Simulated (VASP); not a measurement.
OSZICAR of a VASP run on AuZn (CsCl type):

### OSZICAR
```
       N       E                     dE             d eps       ncg     rms          rms(c)
DAV:   1     0.113763600071E+03    0.11376E+03   -0.10955E+04  1744   0.182E+03
DAV:   2    -0.683702982616E+01   -0.12060E+03   -0.11691E+03  1771   0.321E+02
DAV:   3    -0.106552795680E+02   -0.38182E+01   -0.38022E+01  1995   0.627E+01
DAV:   4    -0.106796731727E+02   -0.24394E-01   -0.24390E-01  1981   0.422E+00
DAV:   5    -0.106798402939E+02   -0.16712E-03   -0.16712E-03  2051   0.384E-01    0.151E+01
DAV:   6     0.123531029353E+02    0.23033E+02   -0.34414E+01  1890   0.994E+01    0.674E+00
DAV:   7     0.121543026223E+02   -0.19880E+00   -0.10262E+00  1967   0.208E+01    0.415E+00
DAV:   8     0.122580899134E+02    0.10379E+00   -0.13228E+00  1708   0.137E+01    0.168E+00
DAV:   9     0.122490334251E+02   -0.90565E-02   -0.24095E-01  1897   0.785E+00    0.421E-01
DAV:  10     0.122485682464E+02   -0.46518E-03   -0.16670E-02  1904   0.250E+00    0.207E-01
DAV:  11     0.122461548029E+02   -0.24134E-02   -0.23779E-03  2224   0.107E+00    0.209E-01
DAV:  12     0.122460529364E+02   -0.10187E-03   -0.18656E-03  1752   0.585E-01    0.515E-02
DAV:  13     0.122461834273E+02    0.13049E-03   -0.14162E-04  1729   0.131E-01    0.189E-02
DAV:  14     0.122460826676E+02   -0.10076E-03   -0.91984E-05  1764   0.135E-01    0.847E-03
DAV:  15     0.122461057929E+02    0.23125E-04   -0.71273E-06  1925   0.336E-02    0.184E-03
DAV:  16     0.122461074212E+02    0.16283E-05   -0.25170E-07   974   0.677E-03    0.167E-03
DAV:  17     0.122461085058E+02    0.10846E-05   -0.41561E-07   931   0.837E-03    0.767E-04
DAV:  18     0.122461098325E+02    0.13267E-05   -0.62944E-08   910   0.377E-03    0.254E-04
DAV:  19     0.122461094485E+02   -0.38407E-06   -0.69533E-09   882   0.112E-03
   1 F= 0.12246109E+02 E0= 0.12246289E+02  d E =0.122461E+02
       N       E                     dE             d eps       ncg     rms          rms(c)
DAV:   1     0.111353482780E+02   -0.11108E+01   -0.17289E+01  1820   0.810E+01    0.766E+00
DAV:   2     0.121384203850E+02    0.10031E+01   -0.36336E+00  1946   0.661E+01    0.256E+00
DAV:   3     0.122249819075E+02    0.86562E-01   -0.29428E-01  1949   0.124E+01    0.153E+00
DAV:   4     0.122402984576E+02    0.15317E-01   -0.15537E-02  2372   0.427E+00    0.848E-01
DAV:   5     0.122532054140E+02    0.12907E-01   -0.46406E-03  2466   0.282E+00    0.346E-02
DAV:   6     0.122510382652E+02   -0.21671E-02   -0.30686E-03  1771   0.742E-01    0.673E-02
DAV:   7     0.122508602497E+02   -0.17802E-03   -0.10090E-04  1888   0.151E-01    0.401E-02
DAV:   8     0.122508029140E+02   -0.57336E-04   -0.37108E-05  2309   0.155E-01    0.287E-02
DAV:   9     0.122507643412E+02   -0.38573E-04   -0.97114E-05  1946   0.176E-01    0.604E-03
DAV:  10     0.122507681432E+02    0.38020E-05   -0.40131E-06  1654   0.276E-02    0.187E-03
DAV:  11     0.122507691644E+02    0.10212E-05   -0.13886E-07   861   0.471E-03    0.951E-04
DAV:  12     0.122507691530E+02   -0.11469E-07   -0.42649E-07   861   0.113E-02
   2 F= 0.12250769E+02 E0= 0.12250891E+02  d E =0.465970E-02
       N       E                     dE             d eps       ncg     rms          rms(c)
DAV:   1     0.119578054873E+02   -0.29296E+00   -0.44700E+00  1757   0.455E+01    0.358E+00
DAV:   2     0.122008231314E+02    0.24302E+00   -0.72529E-01  2072   0.217E+01    0.144E+00
DAV:   3     0.122234722061E+02    0.22649E-01   -0.29966E-02  1828   0.186E+00    0.773E-01
DAV:   4     0.122278054869E+02    0.43333E-02   -0.35894E-03  2507   0.117E+00    0.252E-01
DAV:   5     0.122288093022E+02    0.10038E-02   -0.31784E-03  1967   0.889E-01    0.684E-02
DAV:   6     0.122275450417E+02   -0.12643E-02   -0.12324E-03  1708   0.484E-01    0.174E-02
DAV:   7     0.122274296844E+02   -0.11536E-03   -0.10432E-04  1708   0.139E-01    0.163E-02
DAV:   8     0.122273727790E+02   -0.56905E-04   -0.83125E-05  2005   0.134E-01    0.124E-02
DAV:   9     0.122273761745E+02    0.33955E-05   -0.16391E-05  2026   0.654E-02    0.765E-04
DAV:  10     0.122273772636E+02    0.10892E-05   -0.31709E-07   861   0.115E-02    0.579E-04
DAV:  11     0.122273766270E+02   -0.63659E-06   -0.50290E-08   861   0.416E-03
   3 F= 0.12227377E+02 E0= 0.12227533E+02  d E =-.187328E-01
       N       E                     dE             d eps       ncg     rms          rms(c)
DAV:   1     0.122222760549E+02   -0.51012E-02   -0.78670E-02  1778   0.582E+00    0.484E-01
DAV:   2     0.122274361116E+02    0.51601E-02   -0.13892E-02  2065   0.334E+00    0.183E-01
DAV:   3     0.122276819144E+02    0.24580E-03   -0.53898E-04  1694   0.275E-01    0.100E-01
DAV:   4     0.122276564212E+02   -0.25493E-04   -0.44908E-05  2236   0.202E-01    0.423E-02
DAV:   5     0.122275785255E+02   -0.77896E-04   -0.44027E-05  2076   0.113E-01    0.731E-03
DAV:   6     0.122275726550E+02   -0.58706E-05   -0.16299E-05  1729   0.550E-02    0.218E-03
DAV:   7     0.122275733741E+02    0.71920E-06   -0.10136E-06  1246   0.136E-02
   4 F= 0.12227573E+02 E0= 0.12227734E+02  d E =-.185361E-01
       N       E                     dE             d eps       ncg     rms          rms(c)
DAV:   1     0.122274700524E+02   -0.10260E-03   -0.16161E-03  1820   0.849E-01    0.702E-02
DAV:   2     0.122274304125E+02   -0.39640E-04   -0.28621E-04  2065   0.506E-01    0.263E-02
DAV:   3     0.122274656992E+02    0.35287E-04   -0.15508E-05  1687   0.519E-02    0.150E-02
DAV:   4     0.122274793284E+02    0.13629E-04   -0.75419E-07   910   0.346E-02    0.768E-03
DAV:   5     0.122275000020E+02    0.20674E-04   -0.72805E-07   861   0.134E-02    0.475E-04
DAV:   6     0.122274987157E+02   -0.12862E-05   -0.48792E-07   861   0.905E-03    0.108E-03
DAV:   7     0.122274984059E+02   -0.30980E-06   -0.30034E-08   854   0.263E-03
   5 F= 0.12227498E+02 E0= 0.12227658E+02  d E =-.186110E-01
```

Q: Which electronic solver shows in the log?

A: It is blocked Davidson (ALGO = Normal, or the opening steps of other solvers). The INCAR had ALGO = Normal.

Q: Can the final energy be trusted as converged?

A: The run converged. It stopped with EDIFF = 1E-6, NELM = 100, NSW = 60 and EDIFFG = -0.01 after 5 ionic steps (MS2 meta-GGA, plane waves, VASP's PBE PAW potentials (set 64)). Energy and stress use the plane-wave basis of the starting cell.

The compound is AuZn in the CsCl type structure. This run relaxes it. Symmetry was kept, so distortions that lower it aren't found. The electron count is odd and the run is not spin-polarised, which forces a metal.
